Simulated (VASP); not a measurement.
# Zr3MoC (Pm-3m) in VASP: settings compared

One crystal, Zr3MoC, is run at these levels: vdW-DF-cx, rev-vdW-DF2; tasks: relaxation of cell and atoms.

Everything below comes from runs of VASP 6.6.1. Logs are shortened: lines on timing, memory, paths and dates and some standing lists are left out, and cuts for length are marked.

## Step 1: Starting point

The structure is cubic, space group Pm-3m (No. 221). Conventional cell: a = 4.943 Å, b = 4.943 Å, c = 4.943 Å, α = 90.00°, β = 90.00°, γ = 90.00°. Around Zr (site symmetry 4/mmm) lie 2 Mo at 2.47 Å. Mo (site symmetry m-3m) has 6 Zr at 2.47 Å as nearest neighbours. C (site symmetry m-3m) has 12 Zr at 3.49 Å as nearest neighbours.

The cell was built by a generator and needn't be a form met in nature.

## Step 2: Relaxation of cell and atoms, vdW-DF-cx

Contents of INCAR:

```
SYSTEM = Zr3MoC
  PREC = Accurate
  ENCUT = 600
  EDIFF = 1E-6
  ISMEAR = -1
  SIGMA = 0.05
  LREAL = .FALSE.
  LASPH = .TRUE.
  NELM = 80
  ALGO = Fast
  ISIF = 3
  LWAVE = .FALSE.
  LCHARG = .FALSE.
  GGA = CX
  LUSE_VDW = .TRUE.
  AGGAC = 0.0
  IBRION = 2
  NSW = 60
  EDIFFG = -0.01
```

Contents of KPOINTS:

```
Automatic mesh
0
G
  5 5 5
  0 0 0
```

Contents of POSCAR:

```
Zr3MoC
1.0
    4.9425100000      0.0000000000      0.0000000000
    0.0000000000      4.9425100000      0.0000000000
    0.0000000000      0.0000000000      4.9425100000
Zr Mo C
3 1 1
Direct
    0.5000000000      0.0000000000      0.0000000000
    0.0000000000      0.5000000000      0.0000000000
    0.0000000000      0.0000000000      0.5000000000
    0.0000000000      0.0000000000      0.0000000000
    0.5000000000      0.5000000000      0.5000000000
```

Potentials or basis: VASP PAW PBE potentials, release 64 (Zr_sv, Mo_sv, C).

Launch:

```sh
$ cat potpaw_PBE.64/Zr_sv/POTCAR potpaw_PBE.64/Mo_sv/POTCAR potpaw_PBE.64/C/POTCAR > POTCAR
$ mpirun -np 1 vasp_std > vasp.out
```

OUTCAR:

```text
SYSTEM = Zr3MoC
   PREC = Accurate
   ENCUT = 600
   EDIFF = 1E-6
   ISMEAR = -1
   LREAL = .FALSE.
   LASPH = .TRUE.
   NELM = 80
   ISIF = 3
   GGA = CX
   IBRION = 2
   NSW = 60
   EDIFFG = -0.01

 ion  position               nearest neighbor table
   1  0.500  0.000  0.000-   4 2.47   4 2.47   2 3.49   3 3.49   2 3.49   2 3.49   3 3.49   3 3.49
                             3 3.49   2 3.49
   2  0.000  0.500  0.000-   4 2.47   4 2.47   1 3.49   3 3.49   1 3.49   3 3.49   3 3.49   3 3.49
                             1 3.49   1 3.49
   3  0.000  0.000  0.500-   4 2.47   4 2.47   1 3.49   1 3.49   2 3.49   2 3.49   2 3.49   2 3.49
                             1 3.49   1 3.49
   4  0.000  0.000  0.000-   1 2.47   2 2.47   3 2.47   3 2.47   2 2.47   1 2.47
   5  0.500  0.500  0.500-

  LATTYP: Found a simple cubic cell.
 ALAT       =     4.9425100000

  Lattice vectors:

 A1 = (   4.9425100000,   0.0000000000,   0.0000000000)
 A2 = (   0.0000000000,   4.9425100000,   0.0000000000)
 A3 = (   0.0000000000,   0.0000000000,   4.9425100000)

Analysis of symmetry for initial positions (statically):
=====================================================================
 Subroutine PRICEL returns:
 Original cell was already a primitive cell.

 Routine SETGRP: Setting up the symmetry group for a
 simple cubic supercell.

 Subroutine GETGRP returns: Found 48 space group operations
 (whereof 48 operations were pure point group operations)
 out of a pool of 48 trial point group operations.

The static configuration has the point symmetry O_h .

Analysis of symmetry for dynamics (positions and initial velocities):
=====================================================================
 Subroutine PRICEL returns:
 Original cell was already a primitive cell.

 Routine SETGRP: Setting up the symmetry group for a
 simple cubic supercell.

 Subroutine GETGRP returns: Found 48 space group operations
 (whereof 48 operations were pure point group operations)
 out of a pool of 48 trial point group operations.

The dynamic configuration has the point symmetry O_h .

 Subroutine INISYM returns: Found 48 space group operations
 (whereof 48 operations are pure point group operations),
 and found     1 'primitive' translations

----------------------------------------------------------------------------------------

                                     Primitive cell

  volume of cell :     120.7376

  direct lattice vectors                    reciprocal lattice vectors
     4.942510000  0.000000000  0.000000000     0.202326348  0.000000000  0.000000000
[... 69 lines left out ...]
   ISTART =      0    job   : 0-new  1-cont  2-samecut
   ICHARG =      2    charge: 1-file 2-atom 10-const
   ISPIN  =      1    spin polarized calculation?
   LNONCOLLINEAR =      F non collinear calculations
   LSORBIT =      F    spin-orbit coupling
   LASPH  =      T    aspherical Exc in radial PAW
   ENCUT  =  600.0 eV  44.10 Ry    6.64 a.u.   9.87  9.87  9.87*2*pi/ulx,y,z
   NELM   =     80;   NELMIN=  2; NELMDL= -5     # of ELM steps
   EDIFF  = 0.1E-05   stopping-criterion for ELM
   LREAL  =      F    real-space projection
   EDIFFG = -.1E-01   stopping-criterion for IOM
   NSW    =     60    number of steps for IOM
   IBRION =      2    ionic relax: 0-MD 1-quasi-New 2-CG
   NFREE  =      1    steps in history (QN), initial steepest desc. (CG)
   ISIF   =      3    stress and relaxation
   ISYM   =      2    0-nonsym 1-usesym 2-fastsym
   POTIM  = 0.5000    time-step for ionic-motion
   TEBEG  =    0.0;   TEEND  =   0.0 temperature during run
   PSTRESS=    0.0 pullay stress
   NELECT =      54.0000    total number of electrons
   NUPDOWN=      -1.0000    fix difference up-down
   EMIN   =  10.00;   EMAX   =-10.00  energy-range for DOS
   EFERMI =   0.00;   METHOD = LEGACY
   ISMEAR =    -1;   SIGMA  =   0.05  broadening in eV -4-tet -1-fermi 0-gaus
   EFERMI_NEDOS =   21; number of points for ismear=-14 and -15
   IALGO  =     68    algorithm
   IMIX   =      4    mixing-type and parameters
     AMIX     =   0.40;   BMIX     =  1.00
     AMIX_MAG =   1.60;   BMIX_MAG =  1.00
  volume/ion in A,a.u.               =      24.15       162.96
  Fermi-wavevector in a.u.,A,eV,Ry     =   1.251964  2.365869 21.325962  1.567414
  Thomas-Fermi vector in A             =   2.385887
   LORBIT       =      0    0 simple, 1 ext, 2 COOP (PROOUT), +10 PAW based schemes
   GGA     = CX    functional components
   LHFCALC =     F    Hartree Fock is set to
   AEXX    =    0.0000 exact exchange contribution
   IVDW_NL    =     1    kernel type
   BPARAM     = 6.3000
   IVDW    =     0    specifies the selected vdW correction
   LEPSILON=     F    determine dielectric tensor
   LRPA    =     F    only Hartree local field effects (RPA)
 conjugate gradient relaxation of ions
 non-spin polarized calculation
 RMM-DIIS sequential band-by-band and
  energy-cutoff  :      600.00
  volume of cell :      120.74
 maximum number of plane-waves:      4048
 NGX is ok and might be reduce to    40
   NGX = 19   NGY = 19   NGZ = 19

--------------------------------------- Ionic step        1  -------------------------------------------

 number of electron      54.0000001 magnetization

 Free energy of the ion-electron system (eV)
  ---------------------------------------------------
  ext. energy  EPLUGINS =         0.00000000
  ---------------------------------------------------
  free energy    TOTEN  =       -25.58457455 eV

  energy without entropy =      -25.52124166  energy(sigma->0) =      -25.55290811

------------------------ aborting loop because EDIFF is reached ----------------------------------------

  FORCE on cell =-STRESS in cart. coord.  units (eV):
  Direction    XX          YY          ZZ          XY          YZ          ZX
  --------------------------------------------------------------------------------------
  -------------------------------------------------------------------------------------
  Total       -1.2468243     -1.2468243     -1.2468243      0.0000000      0.0000000     -0.0000000
  in kB      -16.5452440    -16.5452440    -16.5452440      0.0000000      0.0000000     -0.0000000
  external PRESSURE =     -16.5452440 kB  Pullay stress =       0.0000000 kB
[... 69 lines left out ...]
--------------------------------------- Ionic step        3  -------------------------------------------

 number of electron      53.9999998 magnetization

 Free energy of the ion-electron system (eV)
  ---------------------------------------------------
  ext. energy  EPLUGINS =         0.00000000
  ---------------------------------------------------
  free energy    TOTEN  =       -25.59779700 eV

  energy without entropy =      -25.53572150  energy(sigma->0) =      -25.56675925

 E-fermi :   6.3353     XC(G=0): -10.2737

 val. band max:        6.3285554654   @ k =   0.4000   0.0000   0.0000
 cond. band min:       6.3636414796   @ k =   0.4000   0.2000   0.2000
 fundamental gap:      0.0350860143
 Fermi energy:         6.3352758364

 k-point     1 :       0.0000    0.0000    0.0000
  band No.  band energies     occupation
      1     -53.3585      2.00000
      2     -42.7175      2.00000
      3     -42.6938      2.00000
      4     -42.6938      2.00000
      5     -28.0035      2.00000
      6     -28.0035      2.00000
[... 375 lines left out ...]
  energy  without entropy=      -25.5357214992  energy(sigma->0) =      -25.56675925

Total vdW correction in eV:      7.6425461

 reached required accuracy - stopping structural energy minimisation
```

OSZICAR:

```text
N       E                     dE             d eps       ncg     rms          rms(c)
DAV:   1     0.617496803197E+03    0.61750E+03   -0.30734E+04   640   0.182E+03
DAV:   2     0.188240507969E+02   -0.59867E+03   -0.59011E+03   736   0.509E+02
DAV:   3    -0.278209312856E+02   -0.46645E+02   -0.45950E+02  1040   0.105E+02
DAV:   4    -0.307853765707E+02   -0.29644E+01   -0.29431E+01   968   0.234E+01
[... 68 lines left out ...]
RMM:  13    -0.255977910192E+02   -0.29630E-05   -0.24488E-05   649   0.215E-02    0.726E-04
RMM:  14    -0.255977931917E+02   -0.21725E-05   -0.17365E-05   534   0.183E-02    0.545E-04
RMM:  15    -0.255977947647E+02   -0.15730E-05   -0.12309E-05   473   0.156E-02    0.625E-04
RMM:  16    -0.255977960096E+02   -0.12449E-05   -0.98573E-06   452   0.140E-02    0.522E-04
RMM:  17    -0.255977969958E+02   -0.98615E-06   -0.79851E-06   441   0.125E-02
   3 F= -.25597797E+02 E0= -.25566759E+02  d E =-.132224E-01
```

CONTCAR:

```text
Zr3MoC
   1.00000000000000
     4.9078028448704263    0.0000000000000000   -0.0000000000000000
     0.0000000000000000    4.9078028448704263    0.0000000000000000
    -0.0000000000000000    0.0000000000000000    4.9078028448704263
  Zr              Mo              C
     3     1     1
Direct
     0.5000000000000000    0.0000000000000000    0.0000000000000000
     0.0000000000000000    0.5000000000000000    0.0000000000000000
     0.0000000000000000    0.0000000000000000    0.5000000000000000
     0.0000000000000000    0.0000000000000000    0.0000000000000000
     0.5000000000000000    0.5000000000000000    0.5000000000000000

  0.00000000E+00  0.00000000E+00  0.00000000E+00
  0.00000000E+00  0.00000000E+00  0.00000000E+00
  0.00000000E+00  0.00000000E+00  0.00000000E+00
  0.00000000E+00  0.00000000E+00  0.00000000E+00
  0.00000000E+00  0.00000000E+00  0.00000000E+00
```

It took 11 min on 1 thread of Intel Xeon 6975P-C (Granite Rapids), shared host; peak memory 0.6 GiB.

Results:

| Item | Value |
| --- | --- |
| Free energy | -25.5978 eV |
| Relaxed volume | 23.64 Å³/atom |
| Relaxed cell | a = 4.908 Å, b = 4.908 Å, c = 4.908 Å, α = 90.00°, β = 90.00°, γ = 90.00° |
| Space group after relaxing (to 0.05 Å) | Pm-3m (No. 221) |
| Energy gained by relaxing | 2.6 meV/atom |
| Ionic steps | 3 |
| Pressure after relaxing | 0.0 GPa |
| Band gap on the k mesh | none (metal or under the smearing width) |

Step by step:
```tsv
step	energy change (eV)	largest force (eV/Å)	pressure (GPa)	volume (Å³)
1	0.0000	0.0000	-1.65	120.74
2	-0.0061	0.0000	1.36	116.43
3	-0.0132	0.0000	0.01	118.21
```

Final structure:
```xyz
5
Lattice="4.9078 0.0000 0.0000 0.0000 4.9078 0.0000 0.0000 0.0000 4.9078" Properties=species:S:1:pos:R:3 pbc="T T T"
Zr    2.4539    0.0000    0.0000
Zr    0.0000    2.4539    0.0000
Zr    0.0000    0.0000    2.4539
Mo    0.0000    0.0000    0.0000
C     2.4539    2.4539    2.4539
```

Caveat: the PAW data sets were made with another functional, which shifts forces and pressure a little.

## Step 3: Relaxation of cell and atoms, rev-vdW-DF2

Edit INCAR of step 2 so:

```diff
@@ -13,5 +13,8 @@
   LCHARG = .FALSE.
-  GGA = CX
+  GGA = MK
   LUSE_VDW = .TRUE.
   AGGAC = 0.0
+  PARAM1 = 0.1234
+  PARAM2 = 0.711357
+  ZAB_VDW = -1.8867
   IBRION = 2
```

KPOINTS is that of step 2.

POSCAR is that of step 2.

Potentials or basis: VASP PAW PBE potentials, release 64 (Zr_sv, Mo_sv, C).

Launch:

```sh
$ cat potpaw_PBE.64/Zr_sv/POTCAR potpaw_PBE.64/Mo_sv/POTCAR potpaw_PBE.64/C/POTCAR > POTCAR
$ mpirun -np 1 vasp_std > vasp.out
```

Run time: 8.4 min. Hardware: 1 thread of Intel Xeon 6975P-C (Granite Rapids), shared host; peak memory 0.61 GiB.

The run converged. Its results:

* Free energy: -25.9872 eV
* Relaxed volume: 24.01 Å³/atom
* Relaxed cell: a = 4.933 Å, b = 4.933 Å, c = 4.933 Å, α = 90.00°, β = 90.00°, γ = 90.00°
* Space group after relaxing (to 0.05 Å): Pm-3m (No. 221)
* Energy gained by relaxing: 0.2 meV/atom
* Ionic steps: 3
* Pressure after relaxing: 0.0 GPa
* Band gap on the k mesh: none (metal or under the smearing width)

The path:
```csv
step,energy change (eV),largest force (eV/Å),pressure (GPa),volume (Å³)
1,0.0000,0.0000,-0.46,120.74
2,-0.0005,0.0000,0.34,119.52
3,-0.0010,0.0000,0.00,120.04
```

Final structure:
```
Zr Mo C
1.0
     4.93297    0.00000    0.00000
     0.00000    4.93297    0.00000
     0.00000    0.00000    4.93297
Zr Mo C
3 1 1
Direct
  0.50000 0.00000 0.00000
  0.00000 0.50000 0.00000
  0.00000 0.00000 0.50000
  0.00000 0.00000 0.00000
  0.50000 0.50000 0.50000
```

Levels at points of the mesh, in eV from the Fermi level:
```tsv
k point	band 25	band 26	band 27	band 28	band 29	band 30
(0.00, 0.00, 0.00)	-0.88	-0.47	-0.42	-0.42	-0.42	1.77
```

Caveat: the PAW data sets were made with another functional, which shifts forces and pressure a little.

## Step 4: The reference run

An earlier run on the cell as given: functional PBE; potentials or basis VASP PAW PBE potentials, release 64 (Zr_sv, Mo_sv, C); cutoff 520 eV; k mesh 6 × 6 × 6; occupations fermi-dirac, width 0.05 eV; no spin polarisation.

* Pressure: -0.1 GPa
* Band gap on the k mesh: none (metal or under the smearing width)

## Step 5: Overview

| task | level | cell | k mesh | cutoff (eV) | gap on the mesh (eV) | pressure (GPa) | relaxed volume (Å³/atom) |
| --- | --- | --- | --- | --- | --- | --- | --- |
| relaxation of cell and atoms | vdW-DF-cx | relaxed | 5 × 5 × 5 | 600 | none | 0.0 | 23.64 |
| relaxation of cell and atoms | rev-vdW-DF2 | relaxed | 5 × 5 × 5 | 600 | none | 0.0 | 24.01 |
| single point | PBE | as given | 6 × 6 × 6 | 520 | none | -0.1 | - |

Alike in all rows: potentials or basis VASP PAW PBE potentials, release 64 (Zr_sv, Mo_sv, C); no spin polarisation; smearing fermi-dirac 0.05 eV.

Caveats: the PAW data sets were made with another functional, which shifts forces and pressure a little (some runs).

Absolute energies hang on the potentials; compare differences alone.
